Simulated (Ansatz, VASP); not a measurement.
Given: the input of a run of Ansatz 0.2.0 on Mg6ZrW.

Contents of input.yaml:

```yaml
crystal:
  lattice:
    - [4.99896562, 0.0, 0.0]
    - [-0.3371923495, 6.239875919, 0.0]
    - [-0.2023547163, 3.4945637171, 5.3687323145]
  atoms:
    - { symbol: W, position: [0.5, 0.698447, 0.698447] }
    - { symbol: Zr, position: [0.0, 0.800493, 0.800493] }
    - { symbol: Mg, position: [0.5, 0.175336, 0.175336] }
    - { symbol: Mg, position: [0.5, 0.680937, 0.174545] }
    - { symbol: Mg, position: [0.5, 0.174545, 0.680937] }
    - { symbol: Mg, position: [0.0, 0.328563, 0.328563] }
    - { symbol: Mg, position: [0.0, 0.814569, 0.327109] }
    - { symbol: Mg, position: [0.0, 0.327109, 0.814569] }
hamiltonian:
  xc: lda
  pseudopotentials: { kind: paw }
kpoints:
  mp_grid: { grid: [6, 5, 5] }
scf:
  occupations: { method: methfessel_paxton, width: 0.2 }
  n_extra_bands: 20
output:
  forces: true
  stress: true
  eigenvalues: true
  dos: { projected: false, de: 0.05, nscf_kmesh: { grid: [9, 8, 8] } }
```

Potentials or basis: Ansatz PAW.

The run is started by

```console
$ ansatz run input.yaml --threads 4 --pin off --max-ram 11264MiB --backend cpu --events-out ev --progress --plain --runs-dir out
```

Task: Translate it to VASP 6.6.1. Potentials there: VASP PAW LDA potentials, release 64 (W, Zr_sv, Mg).

Result: As run (the cutoff follows the program's own potentials):

File run.py:

```python
from ase.calculators.vasp import Vasp
from ase.dft.dos import DOS
from ase.io import read

atoms = read('Mg6ZrW.cif')
calc = Vasp(
    directory='calc',
    xc='lda',
    pp='LDA',
    setups='minimal',
    prec='Accurate',
    encut=500,
    ediff=1e-06,
    ismear=1,
    sigma=0.2,
    lreal=False,
    lasph=True,
    nelm=60,
    algo='Fast',
    isif=2,
    lwave=False,
    lcharg=False,
    lmaxmix=4,
    lorbit=11,
    kpts=[6, 5, 5],
    gamma=True,
)
atoms.calc = calc

print('energy (eV):', atoms.get_potential_energy())
print('free energy (eV):', atoms.get_potential_energy(force_consistent=True))
print('forces (eV/A):')
print(atoms.get_forces())
print('stress (eV/A^3, Voigt):', atoms.get_stress())
print('Fermi level (eV):', calc.get_fermi_level())
dos = DOS(calc, width=0.05, window=(-10, 10), npts=301)
print('E - E_F (eV), DOS (1/eV)')
for e, g in zip(dos.get_energies(), dos.get_dos()):
    print(f'{e:8.3f} {g:10.4f}')
```

File Mg6ZrW.cif:

```cif
data_Mg6ZrW
_cell_length_a 4.99896562
_cell_length_b 6.24897993
_cell_length_c 6.40907245
_cell_angle_alpha 56.89589666
_cell_angle_beta 91.80930992
_cell_angle_gamma 93.09315862
_space_group_name_H-M_alt 'P1'
_space_group_name_Hall 'P 1'
_space_group_IT_number 1
loop_
_space_group_symop_operation_xyz
'x,y,z'
loop_
_atom_site_label
_atom_site_type_symbol
_atom_site_symmetry_multiplicity
_atom_site_Wyckoff_symbol
_atom_site_fract_x
_atom_site_fract_y
_atom_site_fract_z
_atom_site_occupancy
W1 W 1 a 0.5000000000 0.6984470000 0.6984470000 1
Zr1 Zr 1 a 0.0000000000 0.8004930000 0.8004930000 1
Mg1 Mg 1 a 0.5000000000 0.1753360000 0.1753360000 1
Mg2 Mg 1 a 0.5000000000 0.6809370000 0.1745450000 1
Mg3 Mg 1 a 0.5000000000 0.1745450000 0.6809370000 1
Mg4 Mg 1 a 0.0000000000 0.3285630000 0.3285630000 1
Mg5 Mg 1 a 0.0000000000 0.8145690000 0.3271090000 1
Mg6 Mg 1 a 0.0000000000 0.3271090000 0.8145690000 1
```

Potentials or basis: VASP PAW LDA potentials, release 64 (W, Zr_sv, Mg).

Command:

```sh
$ python run.py
```

Both were run:

|  | VASP | Ansatz | Ansatz less VASP |
| --- | --- | --- | --- |
| gap on the k mesh at the Fermi level (eV) | none | none | - |
| pressure (GPa) | -4.4 | -4.0 | +0.47 |
| largest component of the traceless stress (GPa) | 1.98 | 1.97 | -0.009 |
| rms of the force components (eV/Å) | 0.121 | 0.117 | -0.0034 |

Atom by atom the forces differ by 0.005 eV/Å (rms over components). A gap of «none» marks a metal or a gap that the smearing closes. The two sets of potentials don't hold the same shells in valence.

Caveats: the PAW data sets come from PBE, with cores solved anew for the run's functional, which leaves a small shift of forces and pressure (Ansatz); the density of states is complete only up to the lowest level of the last band computed (Ansatz). Spin-orbit coupling is left out, which matters for the levels of W.
